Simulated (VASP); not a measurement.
Computed with PBE GGA with D3 dispersion (zero damping), VASP's PBE PAW potentials (set 64) (plane waves; VASP).

A VASP calculation is set up with these files.

**INCAR**
```
SYSTEM = PdIn
PREC = Accurate
ENCUT = 520
EDIFF = 1E-7
NELM = 100
ALGO = Normal
LREAL = .FALSE.
LASPH = .TRUE.
ISMEAR = 1
SIGMA = 0.1
GGA = PE
IVDW = 11
LMAXMIX = 4
LWAVE = .FALSE.
LCHARG = .FALSE.
ISIF = 2
```

File POSCAR:
```
PdIn
1
    3.2033831617     0.0000000000     0.0000000000
    0.0000000000     3.2033831617     0.0000000000
    0.0000000000     0.0000000000     3.2033831617
In Pd
1 1
Direct
  0.5000000000   0.5000000000   0.5000000000
  0.0000000000   0.0000000000   0.0000000000
```

### KPOINTS
```
Automatic mesh
0
Gamma
11 11 11
0 0 0
```

POTCAR, in this order: In_d Pd (PBE.64 set). Program: vasp_std.

The resulting files:

**OSZICAR**
```
       N       E                     dE             d eps       ncg     rms          rms(c)
DAV:   1     0.162619899752E+03    0.16262E+03   -0.11540E+04  1719   0.203E+03
DAV:   2    -0.155854865023E+01   -0.16418E+03   -0.15987E+03  1750   0.412E+02
DAV:   3    -0.872951629851E+01   -0.71710E+01   -0.71458E+01  2100   0.924E+01
DAV:   4    -0.885272098700E+01   -0.12320E+00   -0.12319E+00  2048   0.114E+01
DAV:   5    -0.885795934390E+01   -0.52384E-02   -0.52383E-02  2437   0.211E+00    0.769E+00
DAV:   6    -0.867197514234E+01    0.18598E+00   -0.43433E-01  2058   0.104E+01    0.366E+00
DAV:   7    -0.863128919885E+01    0.40686E-01   -0.74375E-02  2254   0.587E+00    0.152E+00
DAV:   8    -0.862440650852E+01    0.68827E-02   -0.17749E-02  1953   0.140E+00    0.416E-01
DAV:   9    -0.862363619849E+01    0.77031E-03   -0.19604E-03  2205   0.813E-01    0.522E-02
DAV:  10    -0.862364020617E+01   -0.40077E-05   -0.49475E-05  2291   0.124E-01    0.238E-02
DAV:  11    -0.862364147618E+01   -0.12700E-05   -0.42534E-06  2098   0.233E-02    0.347E-03
DAV:  12    -0.862364184670E+01   -0.37052E-06   -0.40608E-07  2198   0.637E-03    0.299E-03
DAV:  13    -0.862364175652E+01    0.90175E-07   -0.21009E-08  1127   0.196E-03
   1 F= -.95339846E+01 E0= -.95335757E+01  d E =-.122669E-02
```

### OUTCAR
```
------------------------ aborting loop because EDIFF is reached ----------------------------------------
 Edisp (eV)   -0.91034
  FORCE on cell =-STRESS in cart. coord.  units (eV):
  Direction    XX          YY          ZZ          XY          YZ          ZX
  --------------------------------------------------------------------------------------
  Total       1.77788     1.77788     1.77788    -0.00000    -0.00000    -0.00000
  in kB      86.65331    86.65331    86.65331    -0.00000    -0.00000    -0.00000
  external pressure =       86.65 kB  Pullay stress =        0.00 kB
  volume of cell :       32.87
      direct lattice vectors                 reciprocal lattice vectors
     3.203383162  0.000000000  0.000000000     0.312169962  0.000000000  0.000000000
     0.000000000  3.203383162  0.000000000     0.000000000  0.312169962  0.000000000
     0.000000000  0.000000000  3.203383162     0.000000000  0.000000000  0.312169962
 POSITION                                       TOTAL-FORCE (eV/Angst)
 -----------------------------------------------------------------------------------
      1.60169      1.60169      1.60169         0.000000      0.000000      0.000000
      0.00000      0.00000      0.00000         0.000000      0.000000      0.000000
 -----------------------------------------------------------------------------------
    total drift:                                0.000000      0.000000     -0.000000
  FREE ENERGIE OF THE ION-ELECTRON SYSTEM (eV)
  ---------------------------------------------------
  free  energy   TOTEN  =        -9.5339845873 eV

  energy  without entropy=       -9.5327578976  energy(sigma->0) =       -9.53357569
```
(Selected blocks of OUTCAR.)

The compound is PdIn in the CsCl type structure. This cell is one point of a volume scan, at 0.94 of the reference volume. The electron count is odd and the run is not spin-polarised, which forces a metal.
